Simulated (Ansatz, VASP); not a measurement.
# Zn (Zn strained to the junction's net): VASP beside Ansatz

One calculation is typed for both programs; each brings its own data sets. How far apart do they land? The structure shown is the end of the Ansatz relaxation below.

Method: plane waves, with VASP 6.6.1 beside it; single point at PBE, in Ansatz 0.2.0.

### Step 1. The structure

It takes space group P6_3/mmc (No. 194, hexagonal). The conventional cell has a = 2.567 Å, b = 2.567 Å, c = 5.219 Å, α = 90.00°, β = 90.00°, γ = 120.00°. Nearest to Zn lie 6 Zn at 2.57 Å.

### Step 2. Ansatz: relaxation, PBE

Ansatz runs on its default PAW (the set named soft_2) files.

This run makes the geometry at which the two programs are then compared.

input.yaml reads:

```yaml
crystal:
  lattice:
    - [2.567, 0.0, 0.0]
    - [-1.2835, 2.2230872115, 0.0]
    - [0.0, 0.0, 5.0711447368]
  atoms:
    - { symbol: Zn, position: [0.0, 0.0, 0.0] }
    - { symbol: Zn, position: [0.3333333333, 0.6666666667, 0.5] }
kpoints:
  mp_grid: { grid: [18, 18, 6] }
scf:
  occupations: { method: fermi_dirac, width: 0.1 }
  max_iter: 150
hamiltonian:
  xc: pbe
relax:
  f_tol: 0.01
  max_steps: 40
  cell: { fix: [a, b, angles] }
```

Run with:

```
$ ansatz run input.yaml --threads 4 --pin off --max-ram 18432MiB --backend cpu --events-out ev --progress --plain --runs-dir out
```

Numbers of over 12 decimals in the logs are rounded to 6 here.

Output:

```text
Engine: ansatz 0.2.0, aarch64-unknown-linux-gnu
Pseudopotentials: kind: paw
Pseudopotential: Zn, paw, valence charge 12, recommended cutoff 420 eV (normal), Zn.paw.azcp
Functional definition: PBE
  parameter kappa = 0.804
  parameter beta = 0.066725
  exchange = pbe_x(kappa = kappa, mu = beta*pi^2/3)
  correlation = pbe_c(beta = beta)
Crystal: 2 atoms, lattice volume = 28.939 Å³
Basis set: ecut = 420 eV, 587 PW (Γ), exchange–correlation on 36×36×72 points (8 copies of the dense FFT grid, shifted against one another)
Bands: 16, of which v1, the nominal top of the filled ones, is band 12 counted from 1 (11 counted from 0)
Symmetry: 24 space group operations
Space group: P63/mmc (ITA 194), of the structure as read, at distance tolerance 3.1e-5 Å
k-points: 148 of 1944
Non-local potential: Zn, projectors of the file, l = 0: 2, l = 1: 2, l = 2: 3, l = 3: 1
PAW form: soft (Blöchl's): semilocal exchange-correlation on the pseudo side does not see the compensation charge
PAW one-centre angular grid: Zn, 590 points (default); XC on 64 Gauss nodes
Initial density: superposition of atomic densities (neutral atoms: chi_scale 0, normalization atom), corrected by the library's trained network
Initial wavefunctions: pseudopotential atomic-orbital guess
Functional: x = pbe(κ = 0.804, μ = 0.219515), c = pbe(β = 0.066725)
SCF iter   1: F=—  HF=-6638.035773 eV  |F-HF|=—  |Δ(HF+E_count)|=         —  Δρ=1.20e-3  dr2=3.92e-4  ethr=1.77e-3  ⟨swp⟩=5.2  Hψ=11776  notcnv=0
preconditioner: auto → none  [metal: Δε(μ)=0.059 eV  Ē_g=13.547 eV  σ=0.100 eV  W_gap=0.15  n_scr=4 (ndim 8)  ℏωp=33.8 eV  f_vac=0.000  D(μ)=0.44/eV (n_scr^D=2)  sad-step TF]
SCF iter   2: F=—  HF=-6638.036224 eV  |F-HF|=—  |Δ(HF+E_count)|=   4.51e-4  Δρ=7.97e-4  dr2=1.87e-4  ethr=1.63e-6  ⟨swp⟩=2.2  Hψ=5333  notcnv=0
SCF iter   3: F=—  HF=-6638.036283 eV  |F-HF|=—  |Δ(HF+E_count)|=   5.94e-5  Δρ=1.01e-3  dr2=1.57e-4  ethr=7.81e-7  ⟨swp⟩=2.0  Hψ=4149  notcnv=0
SCF iter   4: F=—  HF=-6638.036206 eV  |F-HF|=—  |Δ(HF+E_count)|=   7.68e-5  Δρ=1.79e-4  dr2=4.70e-6  ethr=6.55e-7  ⟨swp⟩=2.0  Hψ=3879  notcnv=0
SCF iter   5: F=—  HF=-6638.036198 eV  |F-HF|=—  |Δ(HF+E_count)|=   7.97e-6  Δρ=1.10e-4  dr2=1.92e-6  ethr=1.96e-8  ⟨swp⟩=2.1  Hψ=4205  notcnv=0
SCF iter   6: F=—  HF=-6638.036198 eV  |F-HF|=—  |Δ(HF+E_count)|=   6.37e-7  Δρ=4.94e-5  dr2=3.88e-7  ethr=8.02e-9  ⟨swp⟩=2.4  Hψ=3951  notcnv=0
SCF iter   7: F=-6638.036197 eV  HF=-6638.036197 eV  |F-HF|=1.66e-8  |Δ(HF+E_count)|=   1.63e-7  Δρ=9.35e-6  dr2=1.38e-8  ethr=4.17e-10  ⟨swp⟩=4.9  Hψ=9439  notcnv=0
SCF 1 converged in 7 iterations: F = -6638.036197 eV  dr2 = 1.38e-8
  greatest PAW one-centre occupation: 0.981 electrons in one spin orbital (limit 2), on the Zn atom at site 1 (counted from 0), in its partial waves of l = 2
relax step   1: F+E_penalty+E_count = -6638.03619734 eV  Δ(F+E_penalty+E_count) = +0.000e0 eV  max|allowed force component| = 1.665e-16 eV/Å  Δτ_max = 0.0000 Å  P = +5.766 GPa  Ω = 28.939 Å³  fix = [a, b, alpha, beta, gamma]  reactions: a +7.429, b +7.429 GPa  (7 SCF iters, dr2 threshold 1.00e-7 eV, accepted)
[...]
relax step   2: F+E_penalty+E_count = -6638.04088548 eV  Δ(F+E_penalty+E_count) = -4.688e-3 eV  max|allowed force component| = 1.388e-16 eV/Å  Δτ_max = 0.0000 Å  P = +4.800 GPa  Ω = 29.423 Å³  energy of the carried Pulay correction = -3.649e-4 eV  fix = [a, b, alpha, beta, gamma]  reactions: a +6.723, b +6.723 GPa  (5 SCF iters, dr2 threshold 2.00e-7 eV, accepted)
[...]
relax step   3: F+E_penalty+E_count = -6638.04169438 eV  Δ(F+E_penalty+E_count) = -8.089e-4 eV  max|allowed force component| = 2.174e-16 eV/Å  Δτ_max = 0.0000 Å  P = +4.234 GPa  Ω = 29.735 Å³  energy of the carried Pulay correction = -5.975e-4 eV  fix = [a, b, alpha, beta, gamma]  reactions: a +6.287, b +6.287 GPa  (5 SCF iters, dr2 threshold 2.00e-7 eV, accepted)
[...]
relax step   4: F+E_penalty+E_count = -6638.04167901 eV  Δ(F+E_penalty+E_count) = +1.537e-5 eV  max|allowed force component| = 1.110e-16 eV/Å  Δτ_max = 0.0000 Å  P = +4.149 GPa  Ω = 29.784 Å³  energy of the carried Pulay correction = -6.337e-4 eV  fix = [a, b, alpha, beta, gamma]  reactions: a +6.220, b +6.220 GPa  (4 SCF iters, dr2 threshold 4.18e-8 eV, accepted)
[...]
relax step   5: F+E_penalty+E_count = -6638.04227757 eV  Δ(F+E_penalty+E_count) = -5.986e-4 eV  max|allowed force component| = 1.064e-16 eV/Å  Δτ_max = 0.0000 Å  P = +4.143 GPa  Ω = 29.784 Å³  fix = [a, b, alpha, beta, gamma]  reactions: a +6.216, b +6.216 GPa  stress off target by 2.86e-3 GPa on what of the cell is left free  SCF on the basis re-selected at this cell (its energy is not comparable with the rows above)  (6 SCF iters)
basis re-selected at this cell: Δ(F+E_penalty+E_count) = -5.986e-4 eV, ΔP = -0.006 GPa vs the last step (what re-selecting the basis moved, of the pressure what is left beyond the Pulay correction that the steps carried, after the strain that the cell walked since its last selection, with what the two solves' SCF thresholds leave and, on support functions, any second-order correction that the steps lacked; it is no m [...]
SCF converged after 6 iterations
Free energy (F): -6638.042278 eV
Harris-Foulkes:  -6638.042278 eV  (|F-HF|=1.82e-12)
Internal energy: -6638.025958 eV  (E = F + TS)
E sigma→0 (E₀):  -6638.034118 eV
Entropy (-TS):   -0.016320 eV (-8.160 meV/atom)
Fermi energy:    11.166871 eV
--- Per-component energies (eV) ---
  E_band       = 102.446191
  E_kinetic    = 262.904601
  E_local      = -3072.521295  (includes V_loc(G=0)·N_el)
  E_nonlocal   = 1219.720310
  E_hartree    = 1289.712182
  E_xc         = -276.242671
  E_vxc        = -106.306199  (∫ρ·V_xc dr)
  E_paw        = -3648.051591  (= ΣΔE_a)
  E_vpaw       = -780.774822  (= ΣTr[D̂ρ^β])
  E_aug_tail   = -0.000746  (compensation charges beyond the density's cutoff)
  E_ewald      = -2413.546748
  E_smearing   = -0.016320  (= −TS)
  E_closure    = -0.000000  (closes the sum)
  Σ components = -6638.042278   (vs F -6638.042278, Δ=0.00e0)
--- Forces (eV/Å), atoms counted from 1 ---
  atom   1  Zn    -0.00000000    -0.00000000     0.00000000
  atom   2  Zn     0.00000000     0.00000000     0.00000000
  max |Σ_I F_I| component: 9.25e-18 eV/Å
--- Stress (GPa, compression-positive) ---
        6.216049       0.000000      -0.000000
        0.000000       6.216049       0.000000
       -0.000000       0.000000      -0.002861
  P = ⅓ Tr σ = 4.1431 GPa (41.431 kbar)
--- Relaxed structure (4 steps of the walk, 4 accepted, 1 SCFs on fresh bases) ---
  F+E_penalty+E_count = -6638.04227757 eV   max|allowed force component| = 1.064e-16 eV/Å   (the final SCF, on the basis selected at the relaxed cell)
  cell:  # Å, volume = 29.7838 Å³
    - [2.567000, 0, 0]
    - [-1.283500, 2.223087, 0]
    - [0, 0, 5.219128]
  atoms:
    - { symbol: Zn, position: [9.251858539620023e-18, -5.088522196306341e-17, 0] }
    - { symbol: Zn, position: [0.333333, 0.666667, 0.500000] }
```

Reading the cycles: dr2 is the Hartree energy of the density residual (eV), the measure of convergence; HF is the Harris–Foulkes estimate of the energy, which meets the free energy F at convergence.

### Step 3. VASP: single point, PBE

The same cell, functional, mesh and smearing now go to VASP, with its own data sets.

Lines of VASP's logs that name or quote its potential files are left out, and so is its time.

INCAR reads:

```
SYSTEM = Zn
PREC = Accurate
ENCUT = 500
EDIFF = 1E-06
NELM = 120
ISMEAR = -1
SIGMA = 0.1
LREAL = .FALSE.
ALGO = Normal
GGA = PE
NBANDS = 18
LORBIT = 11
LWAVE = .FALSE.
LCHARG = .FALSE.
ISIF = 2
LASPH = .TRUE.
GGA_COMPAT = .FALSE.
```

POSCAR reads:

```
Zn
1.0
    2.5670000000      0.0000000000      0.0000000000
   -1.2835000000      2.2230872115      0.0000000000
    0.0000000000      0.0000000000      5.2191276762
Zn
2
Direct
    0.0000000000      0.0000000000      0.0000000000
    0.3333333333      0.6666666667      0.5000000000
```

KPOINTS reads:

```
Automatic mesh
0
Gamma
18 18 6
0 0 0
```

PAW data sets: Zn (PBE family, release 64).

Run with:

```
$ mpirun -np 1 vasp_std
```

Output:

```text
[banner, memory and clock lines left out]
running    1 mpi-ranks, on    1 nodes
 distrk:  each k-point on    1 cores,    1 groups
 distr:  one band on    1 cores,    1 groups

 POSCAR found type information on POSCAR Zn
 POSCAR found :  1 types and       2 ions
 LDA part: xc-table for (Slater+PW92), standard interpolation
 POSCAR, INCAR and KPOINTS ok, starting setup
 FFT: planning ... GRIDC
 FFT: planning ... GRID_SOFT
 FFT: planning ... GRID
 WAVECAR not read
 entering main loop
       N       E                     dE             d eps       ncg     rms          rms(c)
DAV:   1     0.107562363208E+03    0.10756E+03   -0.12462E+04  5528   0.209E+03
DAV:   2     0.167209208962E+01   -0.10589E+03   -0.10287E+03  5386   0.295E+02
DAV:   3    -0.240339353195E+01   -0.40755E+01   -0.40616E+01  5998   0.669E+01
DAV:   4    -0.242440621408E+01   -0.21013E-01   -0.21008E-01  5872   0.492E+00
DAV:   5    -0.242443467079E+01   -0.28457E-04   -0.28457E-04  5810   0.162E-01    0.436E+00
DAV:   6    -0.220824420643E+01    0.21619E+00   -0.90725E-01  5758   0.206E+01    0.314E+00
DAV:   7    -0.219728042457E+01    0.10964E-01   -0.31174E-02  6762   0.308E+00    0.160E+00
DAV:   8    -0.219214980595E+01    0.51306E-02   -0.23951E-03  6906   0.769E-01    0.519E-02
DAV:   9    -0.219216620080E+01   -0.16395E-04   -0.35461E-04  6996   0.249E-01    0.337E-02
DAV:  10    -0.219216885818E+01   -0.26574E-05   -0.33009E-05  5566   0.762E-02    0.343E-03
DAV:  11    -0.219216871547E+01    0.14271E-06   -0.19354E-07  3312   0.495E-03
   1 F= -.21921687E+01 E0= -.21839987E+01  d E =-.163401E-01
```

Parts of OUTCAR (step 3):

```text
ion  position               nearest neighbor table
   1  0.000  0.000  0.000-   2 3.00   2 3.00   2 3.00   2 3.00   2 3.00   2 3.00
   2  0.333  0.667  0.500-   1 3.00   1 3.00   1 3.00   1 3.00   1 3.00   1 3.00

  LATTYP: Found a hexagonal cell.
 ALAT       =     2.5670000000
 C/A-ratio  =     2.0331623203

 Subroutine GETGRP returns: Found 24 space group operations
 (whereof 12 operations were pure point group operations)

The static configuration has the point symmetry D_3h.
 The point group associated with its full space group is D_6h.

 Found    148 irreducible k-points:

   k-points           NKPTS =    148   k-points in BZ     NKDIM =    148   number of bands    NBANDS=     18

   dimension x,y,z NGX =    20 NGY =   20 NGZ =   40
   dimension x,y,z NGXF=    40 NGYF=   40 NGZF=   80

   ENCUT  =  500.0 eV  36.75 Ry    6.06 a.u.   4.68  4.68  9.52*2*pi/ulx,y,z

   NELECT =      24.0000    total number of electrons

 k-points in reciprocal lattice and weights: Automatic mesh
   0.00000000  0.00000000  0.00000000       0.001
   0.05555556  0.00000000  0.00000000       0.003
   0.11111111  0.00000000  0.00000000       0.003
   0.16666667 -0.00000000  0.00000000       0.003
   0.22222222 -0.00000000  0.00000000       0.003
   0.27777778  0.00000000  0.00000000       0.003
   0.33333333 -0.00000000  0.00000000       0.003
   0.38888889  0.00000000  0.00000000       0.003
   0.44444444 -0.00000000  0.00000000       0.003
[...]
0.33333333  0.27777778  0.50000000       0.006
   0.33333333  0.33333333  0.50000000       0.001

 average (electrostatic) potential at core
       1 -36.8559       2 -36.8559

 E-fermi :   3.0638

 k-point     1 :       0.0000    0.0000    0.0000
  band No.  band energies     occupation
    ...
      9      -4.0390      2.00000
     10      -3.9055      2.00000
     11      -3.9055      2.00000
     12      -0.8420      2.00000
     13      -0.7571      2.00000
     14      14.1522      0.00000
     15      18.2189      0.00000
     16      22.9371      0.00000
     17      22.9371      0.00000
     18      23.8998      0.00000

 k-point     2 :       0.0556    0.0000    0.0000
  band No.  band energies     occupation
    ...
      9      -4.0473      2.00000
     10      -3.9707      2.00000
     11      -3.9062      2.00000
     12      -0.7118      2.00000
     13      -0.6783      2.00000
     14      14.2677      0.00000
     15      18.2438      0.00000
     16      20.9028      0.00000
     17      21.8707      0.00000
     18      23.0386      0.00000

 k-point     3 :       0.1111    0.0000    0.0000
  band No.  band energies     occupation
    ...
      9      -4.0885      2.00000
     10      -4.0703      2.00000
     11      -3.9093      2.00000
     12      -0.5676      2.00000
     13      -0.2252      2.00000
     14      14.6074      0.00000
     15      17.8245      0.00000
     16      18.5458      0.00000
     17      20.4095      0.00000
     18      22.0583      0.00000

  Total        1.2602734      1.2602734      0.0371724     -0.0000000      0.0000000     -0.0000000
  in kB       67.7945925     67.7945925      1.9996347     -0.0000000      0.0000000     -0.0000000
  external PRESSURE =      45.8629399 kB  Pullay stress =       0.0000000 kB

  energy-cutoff  :      500.00
  volume of cell :       29.78
      direct lattice vectors                 reciprocal lattice vectors
     2.567000000  0.000000000  0.000000000     0.389559797  0.224912454  0.000000000
    -1.283500000  2.223087212  0.000000000     0.000000000  0.449824908  0.000000000
     0.000000000  0.000000000  5.219127676     0.000000000  0.000000000  0.191602900

 POSITION                                       TOTAL-FORCE (eV/Angst)
 -----------------------------------------------------------------------------------
      0.00000      0.00000      0.00000         0.000000      0.000000      0.000000
     -0.00000      1.48206      2.60956        -0.000000     -0.000000      0.000000
 -----------------------------------------------------------------------------------
    total drift:                                0.000002     -0.000001     -0.000000

  FREE ENERGIE OF THE ION-ELECTRON SYSTEM (eV)
  ---------------------------------------------------
  free  energy   TOTEN  =        -2.1921687155 eV

  energy  without entropy=       -2.1758286514  energy(sigma->0) =       -2.18399868

 total charge
# of ion       s       p       d       tot
------------------------------------------
    1        0.611   0.484   9.720  10.815
    2        0.611   0.484   9.720  10.815
--------------------------------------------------
tot          1.222   0.968  19.440  21.629

[... 3 further parts left out ...]
```

The run ends at a pressure of 4.59 GPa.

### Step 4. Side by side

Known differences besides the potentials themselves: the cutoff is 420 eV in Ansatz and 500 eV in VASP; Ansatz's pressure holds a Pulay correction, VASP's none. Total energies have different zeros and are not compared.

Compared:

```csv
quantity,Ansatz,VASP,difference
pressure (GPa),4.14,4.59,-0.44
```

### Step 5. Summary of results

```
difference in pressure (single point, PBE) : -0.44 GPa
```

What this shows: The difference in pressure is -0.44 GPa (single point, PBE), within the 1 GPa picked in this series as the mark of a large difference. 1 further run of this series is not shown here. Such differences can come from data sets, numerical settings and the points named under the comparisons, not from the functional's error against experiment.

[Lines on the potential files, build, host, timing and source positions are cut from VASP's logs without a mark.]

[Logs are printed without paths, hosts, clocks, repeated set-up lines and the standing remarks that a program may print on its own settings, such as how far it seeks lower states.]

[Hosts, paths, dates, database ids (printed as entryN), source tags and the programs' standing remarks are cut or masked in the printed files.]
